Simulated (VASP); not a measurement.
These are optB88-vdW, VASP's PBE PAW potentials (set 64) (plane waves; VASP) values and carry that method's errors.

A VASP calculation is set up with these files.

INCAR:
```
! general
SYSTEM   = V
PREC     = Accurate
ENCUT    = 520   ! plane-wave cut-off (eV)
LREAL    = .FALSE.   ! projection in real space or not
LASPH    = .TRUE.   ! aspherical one-centre terms

! electronic loop
EDIFF    = 1E-7   ! SCF stop (eV)
NELM     = 100   ! most electronic steps
ALGO     = Normal   ! blocked Davidson
LMAXMIX  = 4   ! l cut-off of mixed one-centre charges

! smearing
ISMEAR   = 1   ! Methfessel-Paxton
SIGMA    = 0.1

! functional
GGA      = BO
LUSE_VDW = .TRUE.
AGGAC    = 0.0
PARAM1   = 0.1833333333
PARAM2   = 0.22

! ions
ISIF     = 2

! output
LWAVE    = .FALSE.
LCHARG   = .FALSE.
```

KPOINTS:
```
Regular mesh
0
G
 17 17 17
```

### POSCAR
```
V
1
   -1.4763859515     1.4763859515     1.4763859515
    1.4763859515    -1.4763859515     1.4763859515
    1.4763859515     1.4763859515    -1.4763859515
V
1
Direct
  0.0000000000   0.0000000000   0.0000000000
```

POTCAR, in this order: V_sv (PBE.64 set). Program: vasp_std.

**Question.** Estimate the energy per atom (σ→0), pressure, band gap (on the k-mesh).

**Answer.** 
The energy per atom (σ→0) comes out as -5746 meV/atom, the band gap (on the k-mesh) comes out as none (metal, semimetal or under 0.01 eV) and the pressure comes out as 6.03 GPa.

### OSZICAR
```
...
DAV:   7    -0.575201034529E+01    0.17486E-01   -0.21506E-02  3316   0.217E+00    0.123E+00
DAV:   8    -0.574579167840E+01    0.62187E-02   -0.73814E-03  3312   0.148E+00    0.592E-02
DAV:   9    -0.574581835396E+01   -0.26676E-04   -0.10024E-04  3358   0.170E-01    0.377E-02
DAV:  10    -0.574583942526E+01   -0.21071E-04   -0.26033E-05  3306   0.573E-02    0.302E-03
DAV:  11    -0.574583992795E+01   -0.50268E-06   -0.25513E-07  3252   0.735E-03    0.121E-03
DAV:  12    -0.574584042011E+01   -0.49216E-06   -0.56957E-08  1656   0.339E-03    0.417E-04
DAV:  13    -0.574584044296E+01   -0.22848E-07   -0.30574E-09  1650   0.886E-04
   1 F= -.57458404E+01 E0= -.57456514E+01  d E =-.567001E-03
```

The compound is V in the bcc structure. This cell is one point of a volume scan, at 0.97 of the reference volume. The run is not spin-polarised, so no magnetic state was tried.
